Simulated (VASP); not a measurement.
BeS (zinc blende):

```yaml
crystal:
  lattice:
    - [0.00000, 2.43500, 2.43500]
    - [2.43500, 0.00000, 2.43500]
    - [2.43500, 2.43500, 0.00000]
  atoms:
    - { symbol: Be, position: [0.00000, 0.00000, 0.00000] }
    - { symbol: S, position: [0.25000, 0.25000, 0.25000] }
```

The lowest empty band near X, direction across the valley's axis, from PBE with spin-orbit coupling in VASP (PAW); its two spin partners are averaged. The gap over the points computed is 3.11 eV, and the next band on that side lies 1.79 eV away at the edge.

Settings: 400 eV cut-off, 10×10×10 Γ-centred mesh, Gaussian smearing of 0.050 eV, potentials Be S.

```csv
distance from the edge in k (1/Å),distance in energy (meV)
0.018,4.3
0.025,8.2
0.035,16.2
0.050,32.9
0.070,64.2
```

Task: Fit E(1 + αE) = ħ²k²/2m* (ħ²/2m0 = 3.810 eV Å²) and predict the row at 0.095 1/Å.

Result: The rows don't resolve α, so a parabola serves: the electron mass is m* = 0.290 m0, and so 118.4 meV. The run gave 117.7 meV, -0.7 meV from the fit.

Left out are points under 3 meV from the edge, since the levels carry 0.1 meV, and points farther than half the way to the next band.

The compound is BeS in the zinc blende structure. The cell was not relaxed at this level.
